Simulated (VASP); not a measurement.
Data:

```
CELL_PARAMETERS angstrom
      3.32114     0.00000     0.00000
     -1.66057     2.87619     0.00000
      0.00000     0.00000    14.67685
ATOMIC_POSITIONS crystal
  W  0.66667 0.33333 0.75000
  W  0.33333 0.66667 0.25000
  Se 0.33333 0.66667 0.86453
  Se 0.66667 0.33333 0.13547
  Se 0.66667 0.33333 0.36453
  Se 0.33333 0.66667 0.63547
```

Computed with PBE GGA with spin-orbit coupling, VASP's PBE PAW potentials (set 64) (plane waves; VASP). Settings: 400 eV cut-off, 6×6×1 Γ-centred mesh, Gaussian smearing of 0.050 eV, potentials W_sv Se.

Without a dispersion term in the relaxation, distances and binding between the weakly bound layers, chains or molecules are unreliable, and so is what depends on them.

Estimate the energy per atom (σ→0).

| Property | Value |
|---|---|
| energy per atom (σ→0) | -7.480 eV/atom |

The structure comes from a computed database's WSe2 entry (P6_3/mmc); how it stands against other phases isn't given here. It was relaxed first, which changed the volume by +7 %. The k-mesh is coarse (spacing up to 0.43 per Å, 2π included), so the numbers may not be converged in it.
